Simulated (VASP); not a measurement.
# GaP in VASP: a series of runs

The runs below take GaP through single point, with PBE.

All numbers are computed with VASP 6.6.1; they aren't measurements. Logs are shortened: lines on timing, memory, paths and dates and some standing lists are left out, and cuts for length are marked.

## Step 1: Starting point

The cell holds a slab with vacuum, 4 atoms: a = 3.854 Å, b = 3.854 Å, c = 19.088 Å, α = 90.00°, β = 90.00°, γ = 90.00°.

## Step 2: Single point, PBE

Contents of INCAR:

```
SYSTEM = GaP
ALGO = Normal
DIPOL = 0.5 0.5 0.500
EDIFF = 1E-6
ENCUT = 520
GGA = PE
IDIPOL = 3
ISIF = 2
ISMEAR = -1
LASPH = .TRUE.
LCHARG = .FALSE.
LDIPOL = .TRUE.
LREAL = .FALSE.
LWAVE = .FALSE.
NBANDS = 26
NELM = 100
PREC = Accurate
SIGMA = 0.1
```

Contents of KPOINTS:

```
k-points
0
G
  4 4 1
  0 0 0
```

Contents of POSCAR:

```
GaP
1.0
    3.8540860000      0.0000000000      0.0000000000
    0.0000000000      3.8540860000      0.0000000000
    0.0000000000      0.0000000000     19.0878755188
Ga P
2 2
Direct
    0.0000000000      0.0000000000      0.3929195783
    0.5000000000      0.5000000000      0.5356934739
    0.0000000000      0.5000000000      0.4643065261
    0.5000000000      0.0000000000      0.6070804217
```

Potentials or basis: VASP PAW PBE potentials, release 64 (Ga_d, P).

Command:

```console
$ cat potpaw_PBE.64/Ga_d/POTCAR potpaw_PBE.64/P/POTCAR > POTCAR
$ mpirun -np 1 vasp_std > vasp.out
```

OUTCAR:

```text
SYSTEM = GaP
   EDIFF = 1E-6
   ENCUT = 520
   GGA = PE
   ISIF = 2
   ISMEAR = -1
   LASPH = .TRUE.
   LREAL = .FALSE.
   NELM = 100
   PREC = Accurate

 ion  position               nearest neighbor table
   1  0.000  0.000  0.393-   3 2.36   3 2.36
   2  0.500  0.500  0.536-   3 2.36   3 2.36   4 2.36   4 2.36
   3  0.000  0.500  0.464-   2 2.36   2 2.36   1 2.36   1 2.36
   4  0.500  0.000  0.607-   2 2.36   2 2.36

  LATTYP: Found a simple tetragonal cell.
 ALAT       =     3.8540860000
 C/A-ratio  =     4.9526335216

  Lattice vectors:

 A1 = (   3.8540860000,   0.0000000000,   0.0000000000)
 A2 = (   0.0000000000,   3.8540860000,   0.0000000000)
 A3 = (   0.0000000000,   0.0000000000,  19.0878755188)

Analysis of symmetry for initial positions (statically):
=====================================================================
 Subroutine PRICEL returns:
 Original cell was already a primitive cell.

 Routine SETGRP: Setting up the symmetry group for a
 simple tetragonal supercell.

 Subroutine GETGRP returns: Found  4 space group operations
 (whereof  4 operations were pure point group operations)
 out of a pool of 16 trial point group operations.

The static configuration has the point symmetry C_2v.

Analysis of symmetry for dynamics (positions and initial velocities):
=====================================================================
 Subroutine PRICEL returns:
 Original cell was already a primitive cell.

 Routine SETGRP: Setting up the symmetry group for a
 simple tetragonal supercell.

 Subroutine GETGRP returns: Found  4 space group operations
 (whereof  4 operations were pure point group operations)
 out of a pool of 16 trial point group operations.

The dynamic configuration has the point symmetry C_2v.

 Subroutine INISYM returns: Found  4 space group operations
 (whereof  4 operations are pure point group operations),
 and found     1 'primitive' translations

----------------------------------------------------------------------------------------

                                     Primitive cell

  volume of cell :     283.5309

  direct lattice vectors                    reciprocal lattice vectors
     3.854086000  0.000000000  0.000000000     0.259464890  0.000000000  0.000000000
     0.000000000  3.854086000  0.000000000     0.000000000  0.259464890  0.000000000
     0.000000000  0.000000000 19.087875519     0.000000000  0.000000000  0.052389277

  length of vectors
     3.854086000  3.854086000 19.087875519     0.259464890  0.259464890  0.052389277

  position of ions in fractional coordinates (direct lattice)
     0.000000000  0.000000000  0.392919578
     0.500000000  0.500000000  0.535693474
     0.000000000  0.500000000  0.464306526
     0.500000000  0.000000000  0.607080422

  ion indices of the primitive-cell ions
   primitive index   ion index
                 1           1
                 2           2
                 3           3
                 4           4

----------------------------------------------------------------------------------------

 KPOINTS: k-points

Automatic generation of k-mesh.
 Grid dimensions read from file:
 generate k-points for:    4    4    1

 Generating k-lattice:

  Cartesian coordinates                     Fractional coordinates (reciprocal lattice)
     0.064866222  0.000000000  0.000000000     0.250000000  0.000000000  0.000000000
     0.000000000  0.064866222  0.000000000     0.000000000  0.250000000  0.000000000
     0.000000000  0.000000000  0.052389277     0.000000000  0.000000000  1.000000000

  Length of vectors
     0.064866222  0.064866222  0.052389277

  Shift w.r.t. Gamma in fractional coordinates (k-lattice)
     0.000000000  0.000000000  0.000000000

 Subroutine IBZKPT returns following result:
 ===========================================

 Found      9 irreducible k-points:

 Following reciprocal coordinates:
            Coordinates               Weight
  0.000000  0.000000  0.000000      1.000000
  0.250000  0.000000  0.000000      2.000000
  0.000000  0.250000  0.000000      2.000000
  0.500000  0.000000  0.000000      1.000000
  0.000000  0.500000  0.000000      1.000000
  0.250000  0.250000  0.000000      4.000000
  0.500000  0.250000  0.000000      2.000000
 -0.250000  0.500000  0.000000      2.000000
  0.500000  0.500000  0.000000      1.000000
   k-points           NKPTS =      9   k-points in BZ     NKDIM =      9   number of bands    NBANDS=     26
   number of dos      NEDOS =    301   number of ions     NIONS =      4
   total plane-waves  NPLWV = 129600
   dimension x,y,z NGX =    30 NGY =   30 NGZ =  144
   dimension x,y,z NGXF=    60 NGYF=   60 NGZF=  288
   ions per type =               2   2
   NGX,Y,Z   is equivalent  to a cutoff of  12.94, 12.94, 12.54 a.u.
   NGXF,Y,Z  is equivalent  to a cutoff of  25.88, 25.88, 25.08 a.u.
 SYSTEM =  GaP
   PREC   = accura    normal or accurate (medium, high low for compatibility)
   ISTART =      0    job   : 0-new  1-cont  2-samecut
   ICHARG =      2    charge: 1-file 2-atom 10-const
   ISPIN  =      1    spin polarized calculation?
   LNONCOLLINEAR =      F non collinear calculations
   LSORBIT =      F    spin-orbit coupling
   LASPH  =      T    aspherical Exc in radial PAW
   ENCUT  =  520.0 eV  38.22 Ry    6.18 a.u.   7.17  7.17 35.49*2*pi/ulx,y,z
   NELM   =    100;   NELMIN=  2; NELMDL= -5     # of ELM steps
   EDIFF  = 0.1E-05   stopping-criterion for ELM
[... 8 lines left out ...]
   TEBEG  =    0.0;   TEEND  =   0.0 temperature during run
   PSTRESS=    0.0 pullay stress
   NELECT =      36.0000    total number of electrons
   NUPDOWN=      -1.0000    fix difference up-down
   EMIN   =  10.00;   EMAX   =-10.00  energy-range for DOS
[... 5 lines left out ...]
     AMIX     =   0.40;   BMIX     =  1.00
     AMIX_MAG =   1.60;   BMIX_MAG =  1.00
  volume/ion in A,a.u.               =      70.88       478.34
  Fermi-wavevector in a.u.,A,eV,Ry     =   0.822828  1.554919  9.211761  0.677045
  Thomas-Fermi vector in A             =   1.934231
   LORBIT       =      0    0 simple, 1 ext, 2 COOP (PROOUT), +10 PAW based schemes
   GGA     = PE    functional components
   LHFCALC =     F    Hartree Fock is set to
   AEXX    =    0.0000 exact exchange contribution
   IVDW    =     0    specifies the selected vdW correction
   LEPSILON=     F    determine dielectric tensor
   LRPA    =     F    only Hartree local field effects (RPA)
 non-spin polarized calculation
  energy-cutoff  :      520.00
  volume of cell :      283.53
 maximum number of plane-waves:      7660
 NGX is ok and might be reduce to    30

 number of electron      36.0000006 magnetization

 dipolmoment           0.000000      0.000000      0.128359 electrons x Angstroem

 Free energy of the ion-electron system (eV)
  ---------------------------------------------------
  ext. energy  EPLUGINS =         0.00000000
  ---------------------------------------------------
  free energy    TOTEN  =       -14.90349257 eV

  energy without entropy =      -14.81780405  energy(sigma->0) =      -14.86064831

 E-fermi :  -2.3058     XC(G=0):  -3.7629

 val. band max:       -2.4346890905   @ k =   0.0000   0.2500   0.0000
 cond. band min:      -2.2480146138   @ k =   0.5000   0.5000   0.0000
 fundamental gap:      0.1866744767
 Fermi energy:        -2.3057652417

 k-point     1 :       0.0000    0.0000    0.0000
  band No.  band energies     occupation
      1     -17.2740      2.00000
      2     -17.1823      2.00000
      3     -17.1458      2.00000
      4     -17.1386      2.00000
      5     -17.1155      2.00000
      6     -16.7563      2.00000
[... 18 lines left out ...]
     25       2.6984      0.00000
     26       3.2639      0.00000

 k-point     2 :       0.2500    0.0000    0.0000
  band No.  band energies     occupation
      1     -17.2658      2.00000
      2     -17.1867      2.00000
      3     -17.1453      2.00000
      4     -17.1423      2.00000
      5     -17.1137      2.00000
      6     -16.7690      2.00000
[... 18 lines left out ...]
     25       2.9953      0.00000
     26       3.8250      0.00000

 k-point     3 :       0.0000    0.2500    0.0000
  band No.  band energies     occupation
      1     -17.2589      2.00000
      2     -17.1830      2.00000
      3     -17.1811      2.00000
      4     -17.1450      2.00000
      5     -17.0895      2.00000
      6     -16.7420      2.00000
[... 18 lines left out ...]
     25       3.1265      0.00000
     26       3.6181      0.00000

 k-point     4 :       0.5000    0.0000    0.0000
  band No.  band energies     occupation
      1     -17.2579      2.00000
      2     -17.1911      2.00000
      3     -17.1462      2.00000
      4     -17.1446      2.00000
      5     -17.1120      2.00000
      6     -16.7891      2.00000
[... 18 lines left out ...]
     25       3.6326      0.00000
     26       3.9631      0.00000

 k-point     5 :       0.0000    0.5000    0.0000
  band No.  band energies     occupation
      1     -17.2323      2.00000
      2     -17.2264      2.00000
      3     -17.1798      2.00000
      4     -17.1516      2.00000
      5     -17.0677      2.00000
      6     -16.7236      2.00000
[... 18 lines left out ...]
     25       3.3681      0.00000
     26       4.0331      0.00000

 k-point     6 :       0.2500    0.2500    0.0000
  band No.  band energies     occupation
      1     -17.2508      2.00000
      2     -17.1855      2.00000
      3     -17.1804      2.00000
      4     -17.1496      2.00000
      5     -17.0889      2.00000
      6     -16.7579      2.00000
[... 18 lines left out ...]
     25       3.5202      0.00000
     26       3.7734      0.00000

 k-point     7 :       0.5000    0.2500    0.0000
  band No.  band energies     occupation
      1     -17.2435      2.00000
      2     -17.1898      2.00000
      3     -17.1773      2.00000
      4     -17.1542      2.00000
      5     -17.0883      2.00000
      6     -16.7766      2.00000
[... 18 lines left out ...]
     25       3.7638      0.00000
     26       4.4302      0.00000

 k-point     8 :      -0.2500    0.5000    0.0000
  band No.  band energies     occupation
      1     -17.2261      2.00000
      2     -17.2209      2.00000
      3     -17.1841      2.00000
      4     -17.1569      2.00000
      5     -17.0673      2.00000
      6     -16.7477      2.00000
[... 18 lines left out ...]
     25       3.7269      0.00000
     26       4.2527      0.00000

 k-point     9 :       0.5000    0.5000    0.0000
  band No.  band energies     occupation
      1     -17.2259      2.00000
      2     -17.2096      2.00000
      3     -17.1883      2.00000
      4     -17.1622      2.00000
      5     -17.0668      2.00000
      6     -16.7658      2.00000
[... 18 lines left out ...]
     25       3.8301      0.00000
     26       4.2721      0.00000

------------------------ aborting loop because EDIFF is reached ----------------------------------------

 vacuum level on the upper side and lower side of the slab       (xc-potential included)         0.645        -0.838

  FORCE on cell =-STRESS in cart. coord.  units (eV):
  Direction    XX          YY          ZZ          XY          YZ          ZX
  --------------------------------------------------------------------------------------
  -------------------------------------------------------------------------------------
  Total       -0.1493287     -0.0753981      0.6585075      0.0000000      0.0000000      0.0000000
  in kB       -0.8438271     -0.4260597      3.7210964      0.0000000      0.0000000      0.0000000
  external PRESSURE =       0.8170698 kB  Pullay stress =       0.0000000 kB

 VOLUME and BASIS-vectors are now :
 -----------------------------------------------------------------------------
  energy-cutoff  :      520.00
  volume of cell :      283.53
      direct lattice vectors                 reciprocal lattice vectors
     3.854086000  0.000000000  0.000000000     0.259464890  0.000000000  0.000000000
     0.000000000  3.854086000  0.000000000     0.000000000  0.259464890  0.000000000
     0.000000000  0.000000000 19.087875519     0.000000000  0.000000000  0.052389277

 POSITION                                       TOTAL-FORCE (eV/Angst)
 -----------------------------------------------------------------------------------
      0.00000      0.00000      7.50000         0.000000      0.000000     -0.077081
      1.92704      1.92704     10.22525         0.000000      0.000000      1.050506
      0.00000      1.92704      8.86263         0.000000      0.000000     -0.652469
      1.92704      0.00000     11.58788         0.000000      0.000000     -0.320957
 -----------------------------------------------------------------------------------
    total drift:                                0.000000      0.000000     -0.000240

  FREE ENERGIE OF THE ION-ELECTRON SYSTEM (eV)
  ---------------------------------------------------
  free  energy   TOTEN  =       -14.9034925732 eV

  energy  without entropy=      -14.8178040529  energy(sigma->0) =      -14.86064831

 vacuum level on the upper side and lower side of the slab         3.564         2.042
```

Run time: 80 s. Hardware: 1 thread of Intel Xeon Platinum 8488C (Sapphire Rapids), shared host; peak memory 0.37 GiB.

Results:

```
Free energy            : -14.9035 eV
Largest force          : 1.051 eV/Å
Band gap on the k mesh : none (metal or under the smearing width)
```

Forces on the atoms (eV/Å):
```
Ga   0.000  0.000 -0.077
Ga   0.000  0.000  1.051
P    0.000  0.000 -0.652
P    0.000  0.000 -0.321
```

Caveat: the k mesh is coarse (spacing up to 0.41 Å⁻¹), so the values aren't converged.

## Step 3: Single point, PBE

This run uses another cell than the first one: it holds 5 atoms, not 4.

Contents of INCAR:

```
SYSTEM = Ga2P2O
  PREC = Accurate
  ENCUT = 520
  EDIFF = 1E-6
  ISMEAR = -1
  SIGMA = 0.1
  LREAL = .FALSE.
  LASPH = .TRUE.
  NELM = 100
  ALGO = Normal
  ISIF = 2
  LWAVE = .FALSE.
  LCHARG = .FALSE.
  LDIPOL = .TRUE.
  IDIPOL = 3
  DIPOL = 0.5 0.5 0.493
  GGA = PE
  NBANDS = 29
```

Contents of KPOINTS:

```
Automatic mesh
0
G
  4 4 1
  0 0 0
```

Contents of POSCAR:

```
Ga2P2O
1.0
    3.8540860000      0.0000000000      0.0000000000
    0.0000000000      3.8540860000      0.0000000000
    0.0000000000      0.0000000000     19.0878755188
Ga P O
2 2 1
Direct
    0.0000000000      0.0000000000      0.3457692289
    0.5000000000      0.5000000000      0.4885431245
    0.0000000000      0.5000000000      0.4171561767
    0.5000000000      0.0000000000      0.5599300723
    0.5000000000      0.0000000000      0.6542307711
```

Potentials or basis: VASP PAW PBE potentials, release 64 (Ga_d, P, O).

Command:

```console
$ cat potpaw_PBE.64/Ga_d/POTCAR potpaw_PBE.64/P/POTCAR potpaw_PBE.64/O/POTCAR > POTCAR
$ mpirun -np 1 vasp_std > vasp.out
```

It took 88 s on 1 thread of Intel Xeon Platinum 8488C (Sapphire Rapids), shared host; peak memory 0.38 GiB.

Results (log left out):

```yaml
Free_energy: -20.7490 eV
Largest_force: 6.568 eV/Å
Band_gap_on_the_k_mesh: none (metal or under the smearing width)
```

Forces in eV/Å, atoms in the order of the input:
```
Ga   0.000  0.000 -0.675
Ga   0.000  0.000  0.672
P    0.000  0.000  0.250
P    0.000  0.000  6.321
O    0.000  0.000 -6.568
```

Levels at points of the mesh, in eV from the Fermi level:
```
           k point  band 17  band 18  band 19  band 20  band 21  band 22  band 23  band 24  band 25  band 26
(0.00, 0.00, 0.00)    -2.54    -1.75    -1.72    -0.82    -0.13     0.82     1.31     1.80     2.76     3.72
(0.50, 0.00, 0.00)    -2.93    -2.16    -1.61    -0.83    -0.23    -0.14     0.82     2.86     2.93     3.17
(0.00, 0.50, 0.00)    -2.95    -1.80    -1.73    -1.07    -1.03     1.15     2.28     2.29     4.00     4.01
(0.50, 0.50, 0.00)    -3.63    -3.42    -2.78    -1.13    -0.70    -0.17     0.32     2.44     3.23     3.29
```

Caveat: the k mesh is coarse (spacing up to 0.41 Å⁻¹), so the values aren't converged.
